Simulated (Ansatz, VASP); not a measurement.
**Cross-check of Ge (Germanium) between VASP and Ansatz**

One calculation is typed for both programs; each brings its own data sets. How far apart do they land? The cell is taken from a series of runs on this material, whose earlier steps may have relaxed, scaled, displaced or heated it; both programs get it as it stands.

Main program and level: Ansatz 0.2.0; plane waves, with VASP 6.6.1 beside it; zone-centre phonons at PBEsol.

This is not the structure that Ge takes at ambient pressure and room temperature (diamond type); it is a model or a phase of other conditions.

## (1) The starting structure

The structure is tetragonal, space group I4_1/amd (No. 141). The conventional cell has a = 4.174 Å, b = 4.174 Å, c = 5.498 Å, α = 90.00°, β = 90.00°, γ = 90.00°. Ge has 4 Ge at 2.50 Å nearest.

Coordinates:

```cif
data_structure
_symmetry_space_group_name_H-M 'P 1'
_symmetry_Int_Tables_number 1
_cell_length_a 4.0332
_cell_length_b 4.0332
_cell_length_c 4.1739
_cell_angle_alpha 58.839
_cell_angle_beta 58.839
_cell_angle_gamma 62.321
_cell_volume 47.89
loop_
_atom_site_label
_atom_site_type_symbol
_atom_site_fract_x
_atom_site_fract_y
_atom_site_fract_z
_atom_site_occupancy
Ge1 Ge 0.50000 0.50000 0.50000 1
Ge2 Ge 0.75000 0.75000 0.75000 1
```

## (2) VASP: zone-centre phonons, PBEsol

Second derivatives magnify differences that forces hide, and they need a tight electronic threshold.

Lines of VASP's logs that name or quote its potential files are left out, and so is its time.

Contents of INCAR:

```
SYSTEM = Ge
PREC = Accurate
ENCUT = 500
EDIFF = 1E-08
NELM = 120
ISMEAR = 1
SIGMA = 0.2
LREAL = .FALSE.
ALGO = Normal
GGA = PS
NBANDS = 20
LORBIT = 11
LWAVE = .FALSE.
LCHARG = .FALSE.
ISIF = 2
IBRION = 8
LASPH = .TRUE.
GGA_COMPAT = .FALSE.
KPAR = 2
```

Contents of POSCAR:

```
Ge
1.0
    0.0000000000      2.9513774932      2.7488406048
    2.9513774932      0.0000000000      2.7488406048
    2.9513774932      2.9513774932      0.0000000000
Ge
2
Direct
    0.5000000000      0.5000000000      0.5000000000
    0.7500000000      0.7500000000      0.7500000000
```

Contents of KPOINTS:

```
Automatic mesh
0
Gamma
16 16 16
0 0 0
```

PAW data sets: Ge_d (PBE family, release 64).

The run is started by

```bash
$ mpirun -np 2 vasp_std
```

Numbers of over 12 decimals in the logs are rounded to 6 here.

The log of the run:

```text
[banner, memory and clock lines left out]
running    2 mpi-ranks, on    1 nodes
 distrk:  each k-point on    1 cores,    2 groups
 distr:  one band on    1 cores,    1 groups

 POSCAR found type information on POSCAR Ge
 POSCAR found :  1 types and       2 ions
|                                                                             |
|               ----> ADVICE to this user running VASP <----                  |
|                                                                             |
|     You enforced a specific xc type in the INCAR file but a different       |
|     [... a line on the potential file left out ...]
|     I HOPE YOU KNOW WHAT YOU ARE DOING!                                     |
|                                                                             |

 LDA part: xc-table for (Slater+PW92), standard interpolation
 POSCAR, INCAR and KPOINTS ok, starting setup
 FFT: planning ... GRIDC
 FFT: planning ... GRID_SOFT
 FFT: planning ... GRID
 WAVECAR not read
 entering main loop
       N       E                     dE             d eps       ncg     rms          rms(c)
DAV:   1     0.184364012449E+03    0.18436E+03   -0.14668E+04 15032   0.366E+03
DAV:   2     0.162893701422E+02   -0.16807E+03   -0.16359E+03 13976   0.590E+02
DAV:   3    -0.910486342036E+01   -0.25394E+02   -0.25213E+02 15872   0.146E+02
DAV:   4    -0.993633805960E+01   -0.83147E+00   -0.83083E+00 15672   0.309E+01
DAV:   5    -0.995045170229E+01   -0.14114E-01   -0.14113E-01 15668   0.444E+00    0.299E+00
DAV:   6    -0.986375023111E+01    0.86701E-01   -0.33717E-02 18688   0.244E+00    0.171E+00
DAV:   7    -0.982194483561E+01    0.41805E-01   -0.52643E-02 14944   0.251E+00    0.149E-01
DAV:   8    -0.982282009687E+01   -0.87526E-03   -0.65611E-03 15676   0.120E+00    0.511E-02
DAV:   9    -0.982293298990E+01   -0.11289E-03   -0.23101E-04 15628   0.209E-01    0.119E-02
DAV:  10    -0.982295039768E+01   -0.17408E-04   -0.23389E-05 18308   0.424E-02    0.511E-03
DAV:  11    -0.982295144914E+01   -0.10515E-05   -0.47324E-06 18880   0.356E-02    0.149E-03
DAV:  12    -0.982295109111E+01    0.35803E-06   -0.95217E-07 18556   0.194E-02    0.259E-04
DAV:  13    -0.982295107623E+01    0.14879E-07   -0.20403E-08 12788   0.192E-03    0.140E-04
DAV:  14    -0.982295106204E+01    0.14195E-07   -0.41174E-09  9284   0.121E-03    0.239E-05
DAV:  15    -0.982295106352E+01   -0.14834E-08   -0.10574E-09  7960   0.490E-04
   1 F= -.98229511E+01 E0= -.98230126E+01  d E =0.184578E-03
 Linear response reoptimize wavefunctions to high precision
DAV:   1    -0.982295106471E+01   -0.11905E-08   -0.39528E-10  8364   0.329E-04
DAV:   2    -0.982295106474E+01   -0.30013E-10   -0.12658E-10  7776   0.143E-04
 Linear response DOF=           2
 Linear response progress:
  Degree of freedom:   1/  2
       N       E                     dE             d eps       ncg     rms          rms(c)
RMM:   1    -0.187246365470E+00   -0.18725E+00    0.79497E+00 54267   0.438E+01
RMM:   2    -0.194302829131E+00   -0.70565E-02   -0.11957E-02 70537   0.102E+00    0.709E-02
RMM:   3    -0.194322791637E+00   -0.19963E-04   -0.93731E-04 75296   0.317E-01    0.409E-02
RMM:   4    -0.194215460684E+00    0.10733E-03   -0.53775E-05 79710   0.780E-02    0.427E-03
RMM:   5    -0.194214550034E+00    0.91065E-06   -0.45968E-06 77612   0.180E-02    0.222E-03
RMM:   6    -0.194219226336E+00   -0.46763E-05   -0.32604E-07 77933   0.487E-03    0.268E-04
RMM:   7    -0.194218215529E+00    0.10108E-05   -0.30748E-07 81105   0.163E-03    0.168E-04
RMM:   8    -0.194216935399E+00    0.12801E-05   -0.13615E-07 81195   0.605E-04    0.376E-05
RMM:   9    -0.194216938694E+00   -0.32950E-08   -0.68185E-08 82552   0.244E-04    0.199E-05
 first order change of Fermi-energy   0.13265E-04
 force on displaced ion       1 direction 1 :  -9.229   0.000  -0.000
 Linear response progress:
  Degree of freedom:   2/  2
       N       E                     dE             d eps       ncg     rms          rms(c)
RMM:   1    -0.186657922645E+00   -0.18666E+00    0.83037E+00 30565   0.447E+01
RMM:   2    -0.193762037004E+00   -0.71041E-02   -0.12401E-02 40478   0.102E+00    0.654E-02
RMM:   3    -0.193738252110E+00    0.23785E-04   -0.83797E-04 42224   0.298E-01    0.378E-02
RMM:   4    -0.193610152516E+00    0.12810E-03   -0.59573E-05 45305   0.788E-02    0.476E-03
RMM:   5    -0.193609472566E+00    0.67995E-06   -0.32667E-06 43848   0.175E-02    0.213E-03
RMM:   6    -0.193615829936E+00   -0.63574E-05   -0.24938E-07 44867   0.497E-03    0.352E-04
RMM:   7    -0.193615315643E+00    0.51429E-06    0.34964E-08 45688   0.153E-03    0.199E-04
RMM:   8    -0.193614765027E+00    0.55062E-06    0.32595E-08 46674   0.551E-04    0.443E-05
RMM:   9    -0.193614659413E+00    0.10561E-06    0.25967E-08 45913   0.225E-04    0.171E-05
RMM:  10    -0.193614798858E+00   -0.13944E-06    0.11505E-08 46751   0.966E-05    0.551E-06
RMM:  11    -0.193614841422E+00   -0.42563E-07   -0.60144E-09 46950   0.478E-05    0.211E-06
RMM:  12    -0.193614856927E+00   -0.15505E-07   -0.11465E-08 47039   0.270E-05    0.170E-06
RMM:  13    -0.193614870155E+00   -0.13229E-07   -0.15144E-09 44121   0.179E-05    0.603E-07
RMM:  14    -0.193614876909E+00   -0.67536E-08   -0.24200E-09 40561   0.136E-05    0.863E-08
 first order change of Fermi-energy   0.37284E-03
 force on displaced ion       1 direction 3 :   0.000   0.000  -9.463
 Linear response finished
```

Parts of OUTCAR (step 2):

```text
ion  position               nearest neighbor table
   1  0.500  0.500  0.500-   2 2.50   2 2.50   2 2.50   2 2.50
   2  0.750  0.750  0.750-   1 2.50   1 2.50   1 2.50   1 2.50

  LATTYP: Found a body centered tetragonal cell.
 ALAT       =     4.1738780786
 C/A-ratio  =     1.3171638237

 Subroutine GETGRP returns: Found 16 space group operations
 (whereof  8 operations were pure point group operations)

The static configuration has the point symmetry D_2d.
 The point group associated with its full space group is D_4h.

 Found    349 irreducible k-points:

   k-points           NKPTS =    349   k-points in BZ     NKDIM =    349   number of bands    NBANDS=     20

   dimension x,y,z NGX =    30 NGY =   30 NGZ =   30
   dimension x,y,z NGXF=    60 NGYF=   60 NGZF=   60

   ENCUT  =  500.0 eV  36.75 Ry    6.06 a.u.   7.35  7.35  7.61*2*pi/ulx,y,z

   NELECT =      28.0000    total number of electrons

 k-points in reciprocal lattice and weights: Automatic mesh
   0.00000000  0.00000000  0.00000000       0.000
   0.06250000  0.00000000  0.00000000       0.002
   0.12500000  0.00000000  0.00000000       0.002
   0.18750000 -0.00000000  0.00000000       0.002
   0.25000000  0.00000000  0.00000000       0.002
   0.31250000 -0.00000000  0.00000000       0.002
   0.37500000 -0.00000000  0.00000000       0.002
   0.43750000  0.00000000  0.00000000       0.002
   0.50000000  0.00000000  0.00000000       0.001
[...]
-0.31250000  0.18750000  0.50000000       0.001
  -0.25000000  0.25000000  0.50000000       0.000

 average (electrostatic) potential at core
       1 -74.6484       2 -74.6484

  Total       -1.2931916     -1.2931916     -0.0365134      0.0000000      0.0000000      0.0000000
  in kB      -43.2657631    -43.2657631     -1.2216121      0.0000000      0.0000000      0.0000000
  external PRESSURE =     -29.2510461 kB  Pullay stress =       0.0000000 kB

  energy-cutoff  :      500.00
  volume of cell :       47.89
      direct lattice vectors                 reciprocal lattice vectors
     0.000000000  2.951377493  2.748840605    -0.169412419  0.169412419  0.181894868
     2.951377493  0.000000000  2.748840605     0.169412419 -0.169412419  0.181894868
     2.951377493  2.951377493  0.000000000     0.169412419  0.169412419 -0.181894868

 POSITION                                       TOTAL-FORCE (eV/Angst)
 -----------------------------------------------------------------------------------
      2.95138      2.95138      2.74884         0.000000      0.000000      0.000000
      4.42707      4.42707      4.12326         0.000000      0.000000     -0.000000
 -----------------------------------------------------------------------------------
    total drift:                                0.000000     -0.000000     -0.000000

 Eigenvectors and eigenvalues of the dynamical matrix
 ----------------------------------------------------

   1 f  =    7.981559 THz    50.149617 2PiTHz  266.236166 cm-1    33.009063 meV
             X         Y         Z           dx          dy          dz
      2.951377  2.951377  2.748841     0.000000    0.000000    0.707107
      4.427066  4.427066  4.123261     0.000000    0.000000   -0.707107

   2 f  =    7.882142 THz    49.524959 2PiTHz  262.919958 cm-1    32.597906 meV
             X         Y         Z           dx          dy          dz
      2.951377  2.951377  2.748841     0.000000    0.707107   -0.000000
      4.427066  4.427066  4.123261    -0.000000   -0.707107   -0.000000

   3 f  =    7.882142 THz    49.524959 2PiTHz  262.919958 cm-1    32.597906 meV
             X         Y         Z           dx          dy          dz
      2.951377  2.951377  2.748841     0.707107   -0.000000   -0.000000
      4.427066  4.427066  4.123261    -0.707107    0.000000   -0.000000

   4 f  =    0.000000 THz     0.000001 2PiTHz    0.000005 cm-1     0.000001 meV
             X         Y         Z           dx          dy          dz
      2.951377  2.951377  2.748841     0.002137    0.701110    0.091868
      4.427066  4.427066  4.123261     0.002137    0.701110    0.091868

   5 f  =    0.000000 THz     0.000000 2PiTHz    0.000002 cm-1     0.000000 meV
             X         Y         Z           dx          dy          dz
      2.951377  2.951377  2.748841     0.707102   -0.001945   -0.001598
      4.427066  4.427066  4.123261     0.707102   -0.001945   -0.001598

   6 f/i=    0.000000 THz     0.000000 2PiTHz    0.000002 cm-1     0.000000 meV
             X         Y         Z           dx          dy          dz
      2.951377  2.951377  2.748841    -0.001332    0.091873   -0.701112
      4.427066  4.427066  4.123261    -0.001332    0.091873   -0.701112

 ELASTIC MODULI CONTR FROM IONIC RELAXATION (kBar)
 Direction    XX          YY          ZZ          XY          YZ          ZX
 --------------------------------------------------------------------------------
 XX           0.0000      0.0000      0.0000      0.0000      0.0000      0.0000
 YY           0.0000      0.0000      0.0000      0.0000      0.0000      0.0000
 ZZ           0.0000      0.0000      0.0000      0.0000      0.0000      0.0000
 XY           0.0000      0.0000      0.0000   -164.5547     -0.0000     -0.0000
 YZ           0.0000      0.0000      0.0000     -0.0000   -154.1897     -0.0000
 ZX           0.0000      0.0000      0.0000     -0.0000     -0.0000   -129.9323
 --------------------------------------------------------------------------------
```

## (3) Ansatz: zone-centre phonons, PBEsol

Ansatz runs on its PAW soft_1 files.

The same cell, functional, mesh and smearing now go to Ansatz, which takes its cutoff from its data sets.

Contents of input.yaml:

```yaml
crystal:
  lattice:
    - [0.0, 2.9513774932, 2.7488406048]
    - [2.9513774932, 0.0, 2.7488406048]
    - [2.9513774932, 2.9513774932, 0.0]
  atoms:
    - { symbol: Ge, position: [0.5, 0.5, 0.5] }
    - { symbol: Ge, position: [0.75, 0.75, 0.75] }
kpoints:
  mp_grid: { grid: [16, 16, 16] }
hamiltonian:
  xc: pbesol
  pseudopotentials: { kind: paw, azcp: { folder: soft_1 }, xc_functional: pbe }
scf:
  occupations: { method: methfessel_paxton, width: 0.2 }
output:
  eigenvalues: true
phonons:
  method: dfpt
```

The run is started by

```bash
$ ansatz run input.yaml --threads 4 --pin off --max-ram 10240MiB --backend cpu --events-out ev --progress --plain --runs-dir out
```

The log of the run:

```text
zone centre: on kpoints.mp_grid the ground state, and the responses unless they are solved on pairs of k-points, stand on 621 of the mesh's 4096 k-points, reduced under 4 symmetry operations, with k and −k counted as one. Each operation leaves every solved displacement unchanged or reverses it
Engine: ansatz 0.2.0, aarch64-unknown-linux-gnu
Pseudopotentials: kind: paw
Pseudopotential: Ge, paw, valence charge 14, recommended cutoff 420 eV (normal), soft_1/Ge.paw.azcp
Functional definition: PBEsol
  exchange = pbesol_x
  correlation = pbesol_c
Crystal: 2 atoms, lattice volume = 47.888 Å³
Basis set: ecut = 420 eV, 925 PW (Γ), exchange–correlation on 64×64×64 points (8 copies of the dense FFT grid, shifted against one another)
Bands: 18, of which v1, the nominal top of the filled ones, is band 14 counted from 1 (13 counted from 0)
Symmetry: 16 space group operations
k-points: 621 of 4096 (irreducible under 4 space group operations, time reversal used)
Non-local potential: Ge, projectors of the file, l = 0: 2, l = 1: 2, l = 2: 3, l = 3: 1
PAW form: soft (Blöchl's): semilocal exchange-correlation on the pseudo side does not see the compensation charge
PAW frozen core: Ge, regenerated for the run's functional, and the local potential with it (the file was generated under x = pbe(κ = 0.804, μ = 0.219515), c = pbe(β = 0.066725))
PAW one-centre angular grid: Ge, 590 points (default); XC on 64 Gauss nodes
Initial density: superposition of atomic densities (chi_scale 0.1, normalization cell)
Initial wavefunctions: pseudopotential atomic-orbital guess
Functional: x = pbesol(κ = 0.804, μ = 0.123457), c = pbesol(β = 0.046)
SCF iter   1: F=—  HF=-8507.019059 eV  |F-HF|=—  |Δ(HF+E_count)|=         —  Δρ=3.25e-2  dr2=4.04e-1  ethr=3.10e-3  ⟨swp⟩=5.2  Hψ=49334  notcnv=0
preconditioner: auto → Kerker (q_TF=auto, 2.495 Å⁻¹)  [metal: Δε(μ)=0.047 eV  Ē_g=23.028 eV  σ=0.200 eV  W_gap=0.20  n_scr=14 (ndim 8)  ℏωp=28.4 eV  f_vac=0.000  D(μ)=0.08/eV (n_scr^D=0)]
SCF iter   2: F=—  HF=-8506.994217 eV  |F-HF|=—  |Δ(HF+E_count)|=   2.48e-2  S|Δr|=    0.00e0  Δρ=2.12e-2  dr2=2.02e-1  ethr=1.44e-3  ⟨swp⟩=1.0  Hψ=16146  notcnv=0
SCF iter   3: F=—  HF=-8506.955493 eV  |F-HF|=—  |Δ(HF+E_count)|=   3.87e-2  S|Δr|=    0.00e0  Δρ=3.49e-3  dr2=1.12e-2  ethr=7.20e-4  ⟨swp⟩=1.0  Hψ=11195  notcnv=0
SCF iter   4: F=—  HF=-8506.955302 eV  |F-HF|=—  |Δ(HF+E_count)|=   1.91e-4  S|Δr|=    0.00e0  Δρ=2.37e-3  dr2=3.98e-3  ethr=3.99e-5  ⟨swp⟩=2.0  Hψ=19399  notcnv=0
SCF iter   5: F=—  HF=-8506.956210 eV  |F-HF|=—  |Δ(HF+E_count)|=   9.08e-4  S|Δr|=    0.00e0  Δρ=5.85e-4  dr2=1.77e-4  ethr=1.42e-5  ⟨swp⟩=2.0  Hψ=19875  notcnv=0
SCF iter   6: F=—  HF=-8506.956309 eV  |F-HF|=—  |Δ(HF+E_count)|=   9.97e-5  S|Δr|=    0.00e0  Δρ=1.11e-4  dr2=4.25e-6  ethr=6.33e-7  ⟨swp⟩=2.0  Hψ=19904  notcnv=0
SCF iter   7: F=—  HF=-8506.956321 eV  |F-HF|=—  |Δ(HF+E_count)|=   1.17e-5  S|Δr|=    0.00e0  Δρ=2.38e-5  dr2=1.91e-7  ethr=1.52e-8  ⟨swp⟩=2.0  Hψ=19911  notcnv=0
SCF iter   8: F=—  HF=-8506.956323 eV  |F-HF|=—  |Δ(HF+E_count)|=   1.78e-6  S|Δr|=    0.00e0  Δρ=4.15e-6  dr2=5.67e-9  ethr=6.81e-10  ⟨swp⟩=2.0  Hψ=19912  notcnv=0
SCF iter   9: F=—  HF=-8506.956323 eV  |F-HF|=—  |Δ(HF+E_count)|=   2.34e-8  S|Δr|=    0.00e0  Δρ=7.90e-7  dr2=2.25e-10  ethr=2.03e-11  ⟨swp⟩=3.0  Hψ=19950  notcnv=0
SCF iter  10: F=-8506.956323 eV  HF=-8506.956323 eV  |F-HF|=7.28e-12  |Δ(HF+E_count)|=  9.48e-10  S|Δr|=    0.00e0  Δρ=1.18e-7  dr2=5.12e-12  ethr=1.00e-12  ⟨swp⟩=4.0  Hψ=52277  notcnv=0
SCF 1 converged in 10 iterations: F = -8506.956323 eV  dr2 = 5.12e-12
  greatest PAW one-centre occupation: 0.998 electrons in one spin orbital (limit 2), on the Ge atom at site 1 (counted from 0), in its partial waves of l = 2
DFPT response loops at Γ: preconditioner auto → Kerker (q_TF=auto, 2.495 Å⁻¹) (partly filled bands, converged f_vac=0.074); β = 1.00, the filter's whole step (`scf.mixing.beta` (0.50) is not read by the response loops under this deck's `scf.mixing.preconditioner`; to damp them name `kerker` or `kerker_dos`, under which they read `scf.mixing.beta`, and type it under 1.00, their step now; both keys bind the ground state too); Broyden in place of MSR1
SCF converged after 10 iterations
Stability not checked: this state was not tested for a lower state beside it, because cold or Methfessel-Paxton smearing, or corrected tetrahedra, fill the levels in a way that the test cannot read (fill_not_monotonic; see scf.lower_state_search)
Free energy (F): -8506.956323 eV
Harris-Foulkes:  -8506.956323 eV  (|F-HF|=7.28e-12)
Internal energy: -8506.956513 eV  (E = F + TS)
E sigma→0 (E₀):  -8506.956370 eV
Entropy (-TS):   0.000190 eV (0.095 meV/atom)
Fermi energy:    7.680242 eV
Step filling:    the computed levels leave a gap of 0.0244 eV = 0.1 smearing widths at the electron count; against every level under it full and every level over it empty, smearing changes F+E_penalty+E_count by -0.012 meV and its σ→0 estimate by -0.060 meV
--- Per-component energies (eV) ---
  E_band       = -321.249272
  E_kinetic    = 184.303479
  E_local      = -4579.993462  (includes V_loc(G=0)·N_el)
  E_nonlocal   = 437.929340
  E_hartree    = 2173.961513
  E_xc         = -141.543065
  E_vxc        = -129.448254  (∫ρ·V_xc dr)
  E_paw        = -3944.021532  (= ΣΔE_a)
  E_vpaw       = -581.963489  (= ΣTr[D̂ρ^β])
  E_aug_tail   = 0.000042  (compensation charges beyond the density's cutoff)
  E_ewald      = -2639.428705
  E_core_change = 1.835876  (= ΣΔE_core)
  E_smearing   = 0.000190  (= −TS)
  E_closure    = -0.000000  (closes the sum)
  Σ components = -8506.956323   (vs F -8506.956323, Δ=0.00e0)
--- Band table (eV; the first three rows and the last of 621) ---
  k-point 0: bands = [... 10 lower, -4.6787, 7.1373, 7.5292, 7.5292, 8.0187, 9.9894, 10.3299, 10.3299]
  k-point 1: bands = [... 10 lower, -4.6332, 6.3145, 7.4340, 7.7332, 8.2638, 10.0945, 10.4450, 10.5105]
  k-point 2: bands = [... 10 lower, -4.4978, 5.2064, 7.1997, 7.5591, 8.4437, 10.4267, 10.7189, 11.0852]
  k-point 620: bands = [... 10 lower, -0.7930, -0.7930, 4.4965, 4.4965, 8.0862, 8.0862, 16.7418, 16.7418]
--- Phonons (Γ-DFPT): 2 representative perturbations + reference, on 621 of 4096 k-points (Σ response iterations 6) ---
  k mesh reduced under 4 symmetry operations, with k and −k counted as one. Each operation leaves every solved displacement unchanged or reverses it
  ASR residual: 2.037e-5 → 0.000e0 eV/Å²; symmetrization residual: 1.499e-12 eV/Å²
  ASR residual per site (eV/Å²): 2.04e-5 2.04e-5
  Γ frequencies (cm⁻¹): 0.00 0.00 0.00 263.67 263.67 267.52
  non-analytic LO–TO correction: not included (Born effective charges unavailable; polar crystals: no LO–TO splitting at Γ)
```

## (4) Differences

Known differences besides the potentials themselves: the cutoff is 420 eV in Ansatz and 500 eV in VASP; Ansatz makes its cores anew for this functional, VASP keeps those of its PBE data sets. Total energies have different zeros and are not compared.

The two programs side by side:

```
                  quantity  Ansatz   VASP  difference
optical mode 1 to 2 (cm⁻¹)   263.7  262.9     +0.29 %
     optical mode 3 (cm⁻¹)   267.5  266.2     +0.48 %
```

Modes are paired by rising frequency, not by their patterns, so a pair may set unlike modes beside each other; they are those without the splitting of longitudinal modes.

## (5) Outcome

```
r.m.s. difference of the optical zone-centre modes, each program's sorted by frequency (zone-centre phonons, PBEsol) : 0.96 cm⁻¹
```

What this shows: The r.m.s. difference of the optical zone-centre modes, each program's sorted by frequency is 0.96 cm⁻¹ (zone-centre phonons, PBEsol). How closely two codes agree says nothing of how well the functional describes the real material.

[Lines on the potential files, build, host, timing and source positions are cut from VASP's logs without a mark.]

[Logs are printed without paths, hosts, clocks, repeated set-up lines and the standing remarks that a program may print on its own settings, such as how far it seeks lower states.]

[Hosts, paths, dates, database ids (printed as entryN), source tags and the programs' standing remarks are cut or masked in the printed files.]
